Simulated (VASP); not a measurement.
Consider the following.

```
Er
1.0
    1.77048    -3.06657     0.00000
    1.77048     3.06657     0.00000
    0.00000     0.00000     5.44826
Er
2
Direct
  0.33333   0.66667   0.25000
  0.66667   0.33333   0.75000
```

These are optB86b-vdW, VASP's PBE PAW potentials (set 64) (plane waves; VASP) values and carry that method's errors. Numerical set-up: 520 eV cut-off, Gaussian smearing of 0.050 eV, potentials Er_3.

The 4f electrons are frozen in the core of the lanthanide potential, so 4f levels, which can set the real gap, and their magnetism are missing.

Problem. Give the energies of bands 7 to 12 at the high-symmetry points, in eV from the Fermi level.

Solution. 
| band | Γ | M | K | A | L | H |
|---|---|---|---|---|---|---|
| 7 | -5.55 | -2.11 | -0.90 | -3.83 | -2.04 | -0.61 |
| 8 | -2.28 | -1.45 | -0.84 | -3.83 | -2.04 | -0.61 |
| 9 | 1.31 | -0.93 | -0.84 | 1.17 | 0.12 | -0.44 |
| 10 | 1.94 | -0.10 | -0.49 | 1.17 | 0.12 | -0.44 |
| 11 | 1.94 | 1.56 | 1.29 | 1.82 | 1.64 | 0.55 |
| 12 | 2.52 | 1.75 | 1.29 | 1.82 | 1.64 | 0.55 |

It has no gap at this level: it comes out as a metal or semimetal.

The compound is Er in the hcp structure. It was relaxed first.
